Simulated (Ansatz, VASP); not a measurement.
BaCd3Se4: VASP beside Ansatz

```
CELL_PARAMETERS angstrom
6.42988 0.00000 0.00000
-3.21494 5.56844 0.00000
0.00000 0.00000 6.06600
ATOMIC_POSITIONS crystal
Ba 0.00000 0.00000 0.00000
Cd 0.50000 0.00000 0.50000
Cd 0.00000 0.50000 0.50000
Cd 0.50000 0.50000 0.50000
Se 0.50000 0.00000 0.00000
Se 0.00000 0.50000 0.00000
Se 0.50000 0.50000 0.00000
Se 0.00000 0.00000 0.50000
```

Alike in both runs: functional PBE; k mesh 2 × 2 × 2; occupations gaussian, width 0.15 eV; no spin polarisation.

Ansatz relaxed the structure, and its values are those at the end. VASP's run is a single point on that final structure, the one shown.

|  | VASP | Ansatz |
| --- | --- | --- |
| version | VASP 6.6.1 | Ansatz 0.2.0 |
| potentials or method | VASP PAW PBE potentials, release 64 (Ba_sv, Cd, Se) | scalar-relativistic, plane waves, PAW |
| plane-wave cutoff (eV) | 520 | 420 |
| valence electrons in the cell | 70 | 134 |

```tsv
	VASP	Ansatz	Ansatz less VASP
gap on the k mesh at the Fermi level (eV)	none	none	-
pressure (GPa)	0.3	-0.3	-0.53
```

A gap of «none» marks a metal or a gap that the smearing closes. The two sets of potentials don't hold the same shells in valence.

Caveats: the k mesh is coarse (spacing up to 0.56 Å⁻¹), so the values aren't converged. The runs have no spin-orbit coupling, so splittings on Ba are missing.
